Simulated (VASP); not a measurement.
Wanted: the native input for a VASP 6.6.1 run.

```yaml
Task: single point
Functional: PBE
Potentials_or_basis: VASP PAW PBE potentials, release 64 (Pt, Se)
Cutoff: 520 eV
k_mesh: 6 × 6 × 4
Occupations: fermi-dirac, width 0.02 eV
Spin: no spin polarisation
Dipole_correction: no
Further_INCAR_settings: ALGO = Normal; EDIFF = 1e-06; NBANDS = 18
```

The structure of PtSe2 lies in POSCAR:

```
PtSe2
1.0
    3.7286503858      0.0000000000      0.0000000000
   -1.8643251929      3.2291059560      0.0000000000
    0.0000000000      0.0000000000      5.2771564047
Pt Se
1 2
Direct
    0.0000000000      0.0000000000      0.0000000000
    0.3333333333      0.6666666667      0.2462189036
    0.6666666667      0.3333333333      0.7537810964
```

The cell was built by a generator and needn't be a form met in nature.

The input as run:

INCAR

```
ALGO     = Normal         # electronic algorithm
EDIFF    = 1E-6           # SCF threshold, eV
ENCUT    = 520            # plane-wave cutoff, eV
GGA      = PE             # functional
ISIF     = 2              # what is computed and relaxed
ISMEAR   = -1             # smearing method
LASPH    = T              # aspherical terms in the spheres
LCHARG   = F              # write CHGCAR
LREAL    = F              # projectors in reciprocal space
LWAVE    = F              # write WAVECAR
NBANDS   = 18             # bands
NELM     = 100            # most SCF steps
PREC     = Accurate       # precision mode
SIGMA    = 0.02           # smearing width, eV
```

KPOINTS

```
k-points
0
Gamma
  6 6 4
```

Potentials or basis: VASP PAW PBE potentials, release 64 (Pt, Se).

Command:

```bash
$ cat potpaw_PBE.64/Pt/POTCAR potpaw_PBE.64/Se/POTCAR > POTCAR
$ mpirun -np 1 vasp_std > vasp.out
```

It gave:

```
Pressure               : 3.8 GPa
Largest force          : 0.172 eV/Å
Band gap on the k mesh : none (metal or under the smearing width)
```

Wall time 25 s on 1 thread of Intel(R) Xeon(R) Platinum 8375C CPU @ 2.90GHz (Ice Lake) (shared host), peak memory 0.19 GiB.
